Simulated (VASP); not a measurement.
Input of a VASP 6.6.1 run:

File INCAR:

```
SYSTEM = Pd
  ALGO = Normal
  EDIFF = 1E-7
  EDIFFG = -0.005
  ENCUT = 600
  IBRION = 2
  ISIF = 3
  ISMEAR = 1
  LASPH = .TRUE.
  LCHARG = .FALSE.
  LREAL = .FALSE.
  LWAVE = .FALSE.
  NELM = 80
  NSW = 90
  PREC = Accurate
  SIGMA = 0.1
```

KPOINTS

```
k-points
0
G
  16 16 16
  0 0 0
```

POSCAR

```
Pd                                      
1.0
    0.0000000000      1.9206442572      1.9206442572
    1.9206442572      0.0000000000      1.9206442572
    1.9206442572      1.9206442572      0.0000000000
  Pd            
     1
Direct
     1.0000000000000000    0.0000000000000000    1.0000000000000000
```

Potentials or basis: VASP PAW LDA potentials, release 64 (Pd).

The run is started by

```console
$ cat potpaw_LDA.64/Pd/POTCAR > POTCAR
$ mpirun -np 1 vasp_std > vasp.out
```

(1) Estimate the band gap on the k mesh.

Answers

(1) none (metal or under the smearing width).

Caveat: the relaxation stopped at its first step, so nothing moved.
